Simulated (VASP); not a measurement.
An input for Ansatz (written as the equivalent of a VASP run, and not itself run):

Ansatz 0.2 input:
```yaml
crystal:
  lattice:
    - [2.2127204, -3.8325443, 0.0000000]
    - [2.2127204, 3.8325443, 0.0000000]
    - [0.0000000, 0.0000000, 6.9395881]
  atoms:
    - { symbol: Mg, position: [0.0000000, 0.0000000, 0.0000000] }
    - { symbol: Mg, position: [0.3333330, 0.6666670, 0.6319905] }
    - { symbol: Mg, position: [0.6666670, 0.3333330, 0.3680095] }
    - { symbol: Sb, position: [0.3333330, 0.6666670, 0.2194889] }
    - { symbol: Sb, position: [0.6666670, 0.3333330, 0.7805111] }
kpoints:
  mp_grid: { grid: [8, 8, 5] }
hamiltonian:
  xc: pbesol
  pseudopotentials: { kind: paw }
scf:
  occupations: { method: methfessel_paxton, width: 0.1 }
  max_iter: 100
relax:
  max_steps: 40
  f_tol: 0.02
  cell: { p_target: 5 }
output: { forces: true, stress: true, eigenvalues: true }
```

Q: Translate this input to VASP (INCAR, KPOINTS, POSCAR, choice of POTCAR).

A: One answer among several that fit: 
INCAR:
```
! general
SYSTEM   =  Mg3Sb2
PREC     =  Accurate
ENCUT    =  500
LREAL    =  F   ! projection in real space or not
LASPH    =  T

! electronic loop
EDIFF    =  1E-6
NELM     =  100
ALGO     =  Normal   ! blocked Davidson
LMAXMIX  =  4   ! l cut-off of mixed one-centre charges

! smearing
ISMEAR   =  1   ! Methfessel-Paxton
SIGMA    =  0.1   ! width (eV)

! functional
GGA      =  PS

! ions
IBRION   =  2   ! conjugate gradients
NSW      =  40   ! most ionic steps
ISIF     =  3   ! ions, shape and volume
EDIFFG   =  -0.02   ! ionic stop
PSTRESS  =  50   ! kbar

! output
LWAVE    =  F
LCHARG   =  F
```

POSCAR:
```
Mg3Sb2
1.0
  2.2127203744  -3.8325443163   0.0000000000
  2.2127203744   3.8325443163   0.0000000000
  0.0000000000   0.0000000000   6.9395881039
Mg Sb
3 2
Direct
  0.0000000000   0.0000000000   0.0000000000
  0.3333330000   0.6666670000   0.6319904657
  0.6666670000   0.3333330000   0.3680095343
  0.3333330000   0.6666670000   0.2194889150
  0.6666670000   0.3333330000   0.7805110850
```

File KPOINTS:
```
Automatic mesh
0
Gamma
8 8 5
0 0 0
```

POTCAR, in this order: Mg Sb (PBE.64 set). Program: vasp_std.

Limits of the translation: each code has its own PAW files, so the cut-off isn't converted (ENCUT is set for VASP's; basis.ecutwfc is left out, and Ansatz then takes the one that its files recommend); Ansatz stops its SCF on the density residual and VASP on the energy change (EDIFF).

The compound is Mg3Sb2 in the a-la2o3 structure. This run relaxes it under an external pressure of 5 GPa. Symmetry was kept, so distortions that lower it aren't found.
